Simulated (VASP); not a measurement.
Level of theory: r2SCAN meta-GGA, VASP's PBE PAW potentials (set 64) (plane waves; VASP).

Input for VASP

KPOINTS:
```
Automatic
0
gamma
14 14 4
0 0 0
```

**INCAR**
```
! general
SYSTEM  = TiAl
PREC    = Accurate
ENCUT   = 400
LREAL   = .FALSE.
LASPH   = .TRUE.

! electronic loop
EDIFF   = 1E-7
NELM    = 100
ALGO    = Normal
LMAXMIX = 4
LMIXTAU = .TRUE.

! smearing
ISMEAR  = -5

! functional
METAGGA = R2SCAN

! ions
ISIF    = 2

! output
LWAVE   = .FALSE.
LCHARG  = .FALSE.
LORBIT  = 11
NEDOS   = 601

! other
LEFG    = .TRUE.
```

### KPOINTS_OPT
```
k-points along high-symmetry lines
6
Line-mode
Reciprocal
  0.000000   0.000000   0.000000 ! GAMMA
  0.500000  -0.000000   0.000000 ! M

  0.500000  -0.000000   0.000000 ! M
  0.333333   0.333333   0.000000 ! K

  0.333333   0.333333   0.000000 ! K
  0.000000   0.000000   0.000000 ! GAMMA

  0.000000   0.000000   0.000000 ! GAMMA
  0.000000   0.000000   0.500000 ! A

  0.000000   0.000000   0.500000 ! A
  0.500000  -0.000000   0.500000 ! L

  0.500000  -0.000000   0.500000 ! L
  0.333333   0.333333   0.500000 ! H

  0.333333   0.333333   0.500000 ! H
  0.000000   0.000000   0.500000 ! A

  0.500000  -0.000000   0.500000 ! L
  0.500000  -0.000000   0.000000 ! M

  0.333333   0.333333   0.500000 ! H
  0.333333   0.333333   0.000000 ! K
```

POSCAR:
```
TiAl
1
    2.8855467460    -0.0000000000    -0.0000000000
   -1.4427733730     2.4989567747     0.0000000000
   -0.0000000000     0.0000000000     9.2027378027
Ti Al
2 2
Direct
  0.0000000000   0.0000000000   1.0000000000
  0.0000000000   0.0000000000   0.5000000000
  0.3333330000   0.6666670000   0.2500000000
  0.6666670000   0.3333330000   0.7500000000
```

POTCAR, in this order: Ti_sv Al (PBE.64 set). Program: vasp_std.

**Question.** What does the run give for the energy per atom (σ→0), band gap (over mesh and band path)?

**Answer.** 
The energy per atom (σ→0) is -10.119 eV/atom and the band gap (over mesh and band path) is none (metal, semimetal or under 0.01 eV).

File OSZICAR:
```
...
DAV:  27    -0.404773024469E+02    0.28508E-05   -0.39227E-09  1584   0.627E-04    0.115E-04
DAV:  28    -0.404773035941E+02   -0.11472E-05   -0.17733E-09  1569   0.371E-04    0.454E-05
DAV:  29    -0.404773042829E+02   -0.68889E-06   -0.63479E-10  1557   0.200E-04    0.258E-05
DAV:  30    -0.404773034363E+02    0.84667E-06   -0.46632E-10  1527   0.159E-04    0.182E-05
DAV:  31    -0.404773036294E+02   -0.19314E-06   -0.16022E-10  1512   0.103E-04    0.721E-06
DAV:  32    -0.404773036093E+02    0.20149E-07   -0.47235E-11  1497   0.474E-05
   1 F= -.40477304E+02 E0= -.40477304E+02  d E =0.000000E+00
       N       E                     dE             ncg
```

The structure was generated: TiAl was put into the NiAs type type (P6_3/mmc), which need not be its known phase. It was relaxed first, which changed the volume by -39 %.
